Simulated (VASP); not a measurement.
Computed with PBEsol GGA, VASP's PBE PAW potentials (set 64) (plane waves; VASP).

VASP input:

INCAR:
```
ALGO  =  Normal
EDIFF  =  1E-6
EDIFFG  =  -0.02
ENCUT  =  480
GGA  =  PS
IBRION  =  2
ISIF  =  3
ISMEAR  =  0
LASPH  =  .TRUE.
LCHARG  =  .FALSE.
LMAXMIX  =  6
LREAL  =  .FALSE.
LWAVE  =  .FALSE.
NELM  =  100
NSW  =  60
PREC  =  Accurate
SIGMA  =  0.05
SYSTEM  =  WSe2
```

File KPOINTS:
```
Automatic mesh
0
Gamma
7 7 2
0 0 0
```

File POSCAR:
```
WSe2
1.0
  3.2708668363   0.0000000000   0.0000000000
 -1.6354334181   2.8326534509   0.0000000000
  0.0000000000   0.0000000000  13.0211420954
W Se
2 4
Cartesian
  1.6354350536   0.9442168727   9.7658565715
 -0.0000016354   1.8884365782   3.2552855239
  1.6354350536   0.9442168727   4.9339660077
 -0.0000016354   1.8884365782  11.4445370554
 -0.0000016354   1.8884365782   8.0871760877
  1.6354350536   0.9442168727   1.5766050400
```

POTCAR, in this order: W_sv Se (PBE.64 set). Program: vasp_std.

What VASP printed:

OUTCAR:
```
 ion  position               nearest neighbor table
   1  0.667  0.333  0.750-   4 2.53   5 2.53   4 2.53   5 2.53   4 2.53   5 2.53
   2  0.333  0.667  0.250-   3 2.53   6 2.53   3 2.53   6 2.53   3 2.53   6 2.53
   3  0.667  0.333  0.379-   2 2.53   2 2.53   2 2.53
   4  0.333  0.667  0.879-   1 2.53   1 2.53   1 2.53
   5  0.333  0.667  0.621-   1 2.53   1 2.53   1 2.53
   6  0.667  0.333  0.121-   2 2.53   2 2.53   2 2.53
  LATTYP: Found a hexagonal cell.
 ALAT       =     3.2708668363
 C/A-ratio  =     3.9809453417
 Subroutine PRICEL returns:
 Original cell was already a primitive cell.
 Subroutine GETGRP returns: Found 24 space group operations
The static configuration has the point symmetry D_3d.
 The point group associated with its full space group is D_6h.
The dynamic configuration has the point symmetry D_3d.
 Subroutine INISYM returns: Found 24 space group operations
 Subroutine IBZKPT returns following result:
 Found     16 irreducible k-points:

 Following reciprocal coordinates:
            Coordinates               Weight
  0.000000  0.000000  0.000000      1.000000
  0.142857 -0.000000  0.000000      6.000000
  0.285714  0.000000  0.000000      6.000000
...
```

**OSZICAR**
```
...
       N       E                     dE             d eps       ncg     rms          rms(c)
DAV:   1    -0.465533447356E+02   -0.46411E-02   -0.11330E-01  1104   0.274E+00    0.610E-01
DAV:   2    -0.465500059694E+02    0.33388E-02   -0.19458E-02  1184   0.915E-01    0.172E-01
DAV:   3    -0.465492971872E+02    0.70878E-03   -0.32320E-03  1249   0.231E-01    0.735E-02
DAV:   4    -0.465491612263E+02    0.13596E-03   -0.57181E-04  1155   0.149E-01    0.721E-02
DAV:   5    -0.465491525831E+02    0.86432E-05   -0.71242E-05  1302   0.506E-02    0.345E-02
DAV:   6    -0.465491416909E+02    0.10892E-04   -0.45042E-05  1167   0.296E-02    0.903E-03
DAV:   7    -0.465491415090E+02    0.18190E-06   -0.53652E-06  1032   0.154E-02
   2 F= -.46549142E+02 E0= -.46549142E+02  d E =-.437706E-03
       N       E                     dE             d eps       ncg     rms          rms(c)
DAV:   1    -0.465492873707E+02   -0.14568E-03   -0.35221E-03  1125   0.482E-01    0.106E-01
DAV:   2    -0.465491860439E+02    0.10133E-03   -0.59454E-04  1192   0.160E-01    0.303E-02
DAV:   3    -0.465491640000E+02    0.22044E-04   -0.97354E-05  1121   0.402E-02    0.128E-02
DAV:   4    -0.465491594268E+02    0.45732E-05   -0.17404E-05  1148   0.262E-02    0.127E-02
DAV:   5    -0.465491585731E+02    0.85375E-06   -0.18427E-06   788   0.891E-03
   3 F= -.46549159E+02 E0= -.46549159E+02  d E =-.454771E-03
       N       E                     dE             d eps       ncg     rms          rms(c)
DAV:   1    -0.465495336751E+02   -0.37425E-03   -0.10831E-02  1062   0.579E-01    0.688E-02
DAV:   2    -0.465494573963E+02    0.76279E-04   -0.88738E-04  1139   0.182E-01    0.328E-02
DAV:   3    -0.465494435111E+02    0.13885E-04   -0.48419E-05  1223   0.342E-02    0.238E-02
DAV:   4    -0.465494396622E+02    0.38488E-05   -0.95184E-06  1011   0.158E-02    0.189E-02
DAV:   5    -0.465494386299E+02    0.10323E-05   -0.29889E-06   800   0.119E-02    0.733E-03
DAV:   6    -0.465494382661E+02    0.36382E-06   -0.15050E-06   617   0.726E-03
   4 F= -.46549438E+02 E0= -.46549438E+02  d E =-.279693E-03
       N       E                     dE             d eps       ncg     rms          rms(c)
DAV:   1    -0.465507480948E+02   -0.13095E-02   -0.97333E-02  1034   0.174E+00    0.205E-01
DAV:   2    -0.465500550593E+02    0.69304E-03   -0.80457E-03  1104   0.548E-01    0.100E-01
DAV:   3    -0.465499322870E+02    0.12277E-03   -0.43184E-04  1210   0.102E-01    0.733E-02
DAV:   4    -0.465498976354E+02    0.34652E-04   -0.85507E-05  1125   0.466E-02    0.575E-02
DAV:   5    -0.465498899356E+02    0.76998E-05   -0.27984E-05  1132   0.340E-02    0.226E-02
DAV:   6    -0.465498872749E+02    0.26607E-05   -0.15259E-05  1131   0.183E-02    0.361E-03
DAV:   7    -0.465498872582E+02    0.16686E-07   -0.15732E-06   667   0.807E-03
   5 F= -.46549887E+02 E0= -.46549887E+02  d E =-.728685E-03
       N       E                     dE             d eps       ncg     rms          rms(c)
DAV:   1    -0.465499594749E+02   -0.72200E-04   -0.61396E-03  1041   0.436E-01    0.509E-02
DAV:   2    -0.465499179487E+02    0.41526E-04   -0.49991E-04  1104   0.136E-01    0.250E-02
DAV:   3    -0.465499103265E+02    0.76222E-05   -0.26373E-05  1110   0.254E-02    0.185E-02
DAV:   4    -0.465499081506E+02    0.21758E-05   -0.52517E-06   969   0.118E-02    0.145E-02
DAV:   5    -0.465499075160E+02    0.63461E-06   -0.17562E-06   706   0.923E-03
   6 F= -.46549908E+02 E0= -.46549908E+02  d E =-.748943E-03
       N       E                     dE             d eps       ncg     rms          rms(c)
DAV:   1    -0.465508219621E+02   -0.91381E-03   -0.28136E-02   999   0.112E+00    0.168E-01
DAV:   2    -0.465502922952E+02    0.52967E-03   -0.42691E-03  1140   0.407E-01    0.729E-02
DAV:   3    -0.465501967693E+02    0.95526E-04   -0.32843E-04  1129   0.862E-02    0.340E-02
DAV:   4    -0.465501678442E+02    0.28925E-04   -0.89030E-05  1111   0.504E-02    0.224E-02
DAV:   5    -0.465501662851E+02    0.15590E-05   -0.64898E-06  1125   0.157E-02    0.119E-02
DAV:   6    -0.465501654250E+02    0.86017E-06   -0.26775E-06   787   0.986E-03
   7 F= -.46550165E+02 E0= -.46550165E+02  d E =-.257909E-03
       N       E                     dE             d eps       ncg     rms          rms(c)
DAV:   1    -0.465566794256E+02   -0.65131E-02   -0.25194E-01   999   0.335E+00    0.503E-01
DAV:   2    -0.465519320901E+02    0.47473E-02   -0.38525E-02  1140   0.122E+00    0.220E-01
DAV:   3    -0.465510719654E+02    0.86012E-03   -0.29849E-03  1101   0.259E-01    0.103E-01
DAV:   4    -0.465508131485E+02    0.25882E-03   -0.80242E-04  1111   0.150E-01    0.671E-02
DAV:   5    -0.465508027476E+02    0.10401E-04   -0.62035E-05  1241   0.475E-02    0.360E-02
DAV:   6    -0.465507968670E+02    0.58806E-05   -0.23151E-05  1111   0.235E-02    0.487E-03
DAV:   7    -0.465507964355E+02    0.43152E-06   -0.49256E-06   962   0.122E-02
   8 F= -.46550796E+02 E0= -.46550796E+02  d E =-.888919E-03
       N       E                     dE             d eps       ncg     rms          rms(c)
DAV:   1    -0.465748974286E+02   -0.24101E-01   -0.10050E+00   992   0.669E+00    0.100E+00
DAV:   2    -0.465559962425E+02    0.18901E-01   -0.15370E-01  1133   0.245E+00    0.440E-01
DAV:   3    -0.465525655387E+02    0.34307E-02   -0.11970E-02  1094   0.520E-01    0.207E-01
DAV:   4    -0.465515290780E+02    0.10365E-02   -0.31854E-03  1125   0.297E-01    0.134E-01
DAV:   5    -0.465514867421E+02    0.42336E-04   -0.25529E-04  1226   0.963E-02    0.730E-02
DAV:   6    -0.465514650268E+02    0.21715E-04   -0.96959E-05  1246   0.483E-02    0.926E-03
DAV:   7    -0.465514632102E+02    0.18166E-05   -0.18514E-05  1153   0.219E-02    0.361E-03
DAV:   8    -0.465514634900E+02   -0.27982E-06   -0.57899E-07   706   0.489E-03
   9 F= -.46551463E+02 E0= -.46551463E+02  d E =-.155597E-02
       N       E                     dE             d eps       ncg     rms          rms(c)
DAV:   1    -0.465556246808E+02   -0.41615E-02   -0.17572E-01   999   0.279E+00    0.418E-01
DAV:   2    -0.465523178319E+02    0.33068E-02   -0.26699E-02  1140   0.102E+00    0.183E-01
DAV:   3    -0.465517223271E+02    0.59550E-03   -0.20636E-03  1101   0.215E-01    0.857E-02
DAV:   4    -0.465515415406E+02    0.18079E-03   -0.55848E-04  1118   0.125E-01    0.560E-02
DAV:   5    -0.465515339528E+02    0.75877E-05   -0.43267E-05  1234   0.395E-02    0.298E-02
DAV:   6    -0.465515297652E+02    0.41876E-05   -0.16246E-05  1139   0.196E-02    0.400E-03
DAV:   7    -0.465515294857E+02    0.27953E-06   -0.33721E-06   894   0.102E-02
  10 F= -.46551529E+02 E0= -.46551529E+02  d E =-.162197E-02
       N       E                     dE             d eps       ncg     rms          rms(c)
DAV:   1    -0.465527628824E+02   -0.12331E-02   -0.47396E-02   992   0.159E+00    0.344E-01
DAV:   2    -0.465519360074E+02    0.82688E-03   -0.28071E-03  1055   0.352E-01    0.103E-01
DAV:   3    -0.465516877042E+02    0.24830E-03   -0.57056E-04  1136   0.138E-01    0.426E-02
DAV:   4    -0.465516753300E+02    0.12374E-04   -0.93568E-05  1162   0.535E-02    0.239E-02
DAV:   5    -0.465516735249E+02    0.18052E-05   -0.11193E-05  1184   0.176E-02    0.131E-02
DAV:   6    -0.465516741082E+02   -0.58334E-06   -0.40278E-06   933   0.123E-02
  11 F= -.46551674E+02 E0= -.46551674E+02  d E =-.144623E-03
       N       E                     dE             d eps       ncg     rms          rms(c)
DAV:   1    -0.465516996924E+02   -0.26168E-04   -0.97597E-04   992   0.228E-01    0.492E-02
DAV:   2    -0.465516835329E+02    0.16160E-04   -0.58476E-05  1069   0.508E-02    0.149E-02
DAV:   3    -0.465516778972E+02    0.56358E-05   -0.11585E-05  1112   0.197E-02    0.614E-03
DAV:   4    -0.465516771172E+02    0.77999E-06   -0.16962E-06   639   0.758E-03
  12 F= -.46551677E+02 E0= -.46551677E+02  d E =-.147631E-03
```

### OUTCAR
```
------------------------ aborting loop because EDIFF is reached ----------------------------------------
  FORCE on cell =-STRESS in cart. coord.  units (eV):
  Direction    XX          YY          ZZ          XY          YZ          ZX
  --------------------------------------------------------------------------------------
  Total        0.0131464      0.0131464      0.0999844      0.0000000      0.0000000      0.0000000
  in kB        0.1716909      0.1716908      1.3057904      0.0000000      0.0000000      0.0000000
  external PRESSURE =       0.5497240 kB  Pullay stress =       0.0000000 kB
  volume of cell :      122.68
      direct lattice vectors                 reciprocal lattice vectors
     3.274207003  0.000000000  0.000000000     0.305417464  0.176332875 -0.000000000
    -1.637103501  2.835546119 -0.000000000    -0.000000000  0.352665750 -0.000000000
     0.000000000  0.000000000 13.213760716    -0.000000000  0.000000000  0.075678682
 POSITION                                       TOTAL-FORCE (eV/Angst)
 -----------------------------------------------------------------------------------
      1.63711      0.94518      9.91032        -0.000000      0.000000     -0.000000
     -0.00000      1.89037      3.30344         0.000000     -0.000000     -0.000000
      1.63711      0.94518      4.97880        -0.000000     -0.000000      0.016884
     -0.00000      1.89037     11.58568        -0.000000      0.000000      0.016884
     -0.00000      1.89037      8.23496         0.000000      0.000000     -0.016884
      1.63711      0.94518      1.62808         0.000000     -0.000000     -0.016884
 -----------------------------------------------------------------------------------
    total drift:                               -0.000986      0.000412     -0.000034
  FREE ENERGIE OF THE ION-ELECTRON SYSTEM (eV)
  ---------------------------------------------------
  free  energy   TOTEN  =       -46.5516771172 eV

  energy  without entropy=      -46.5516771172  energy(sigma->0) =      -46.55167712

 reached required accuracy - stopping structural energy minimisation
```
(Selected blocks of OUTCAR.)

File CONTCAR:
```
WSe2
   1.00000000000000
     3.2742070025810626    0.0000000000000573    0.0000000000000000
    -1.6371035012404305    2.8355461187820934   -0.0000000000000000
     0.0000000000000000    0.0000000000000000   13.2137607163438915
  W               Se
     2     4
Direct
     0.6666669999999968    0.3333330000000032    0.7500000000000000
     0.3333330000000032    0.6666669999999968    0.2500000000000000
     0.6666669999999968    0.3333330000000032    0.3767891010687172
     0.3333330000000032    0.6666669999999968    0.8767891010687171
     0.3333330000000032    0.6666669999999968    0.6232108989312829
     0.6666669999999968    0.3333330000000032    0.1232108989312828
```

**OUTCAR**
```
 val. band max:        5.9408871417   @ k =   0.0000   0.0000   0.0000

 cond. band min:       7.1065200093   @ k =   0.1429   0.1429   0.0000


 Fermi energy:         6.2463563459

 k-point     1 :       0.0000    0.0000    0.0000
  band No.  band energies     occupation
      1     -68.2413      2.00000
      2     -68.2413      2.00000
      3     -32.5021      2.00000
      4     -32.5021      2.00000
      5     -32.3561      2.00000
      6     -32.3561      2.00000
      7     -32.3561      2.00000
      8     -32.3561      2.00000
      9      -9.2861      2.00000
     10      -9.0863      2.00000
     11      -8.0732      2.00000
     12      -7.7323      2.00000
     13      -1.1049      2.00000
     14      -0.1430      2.00000
     15       2.4206      2.00000
     16       3.3676      2.00000
     17       3.3676      2.00000
     18       3.3800      2.00000
     19       3.3801      2.00000
     20       4.5119      2.00000
     21       4.5119      2.00000
     22       4.5527      2.00000
     23       4.5528      2.00000
     24       4.7644      2.00000
     25       4.8541      2.00000
     26       5.9409      2.00000
     27       8.7258      0.00000
     28       8.7259      0.00000
     29       8.7659      0.00000
     30       8.7660      0.00000
     31       8.8480      0.00000

 k-point     2 :       0.1429   -0.0000    0.0000
  band No.  band energies     occupation
      1     -68.2392      2.00000
      2     -68.2392      2.00000
      3     -32.4931      2.00000
      4     -32.4931      2.00000
      5     -32.4033      2.00000
      6     -32.4033      2.00000
      7     -32.3672      2.00000
      8     -32.3672      2.00000
      9      -8.9752      2.00000
     10      -8.7776      2.00000
     11      -7.9040      2.00000
     12      -7.5885      2.00000
     13      -0.7117      2.00000
     14       0.2452      2.00000
     15       2.1401      2.00000
     16       2.5038      2.00000
     17       2.5440      2.00000
...
```

Without a dispersion term in the relaxation, distances and binding between the weakly bound layers, chains or molecules are unreliable, and so is what depends on them. Unless said otherwise, spin-orbit coupling is left out, though it shifts the bands of the heavy elements here.

The compound is WSe2 in the 2H layered structure. This run relaxes it. Symmetry was kept, so distortions that lower it aren't found. The start is the result of an earlier pass.
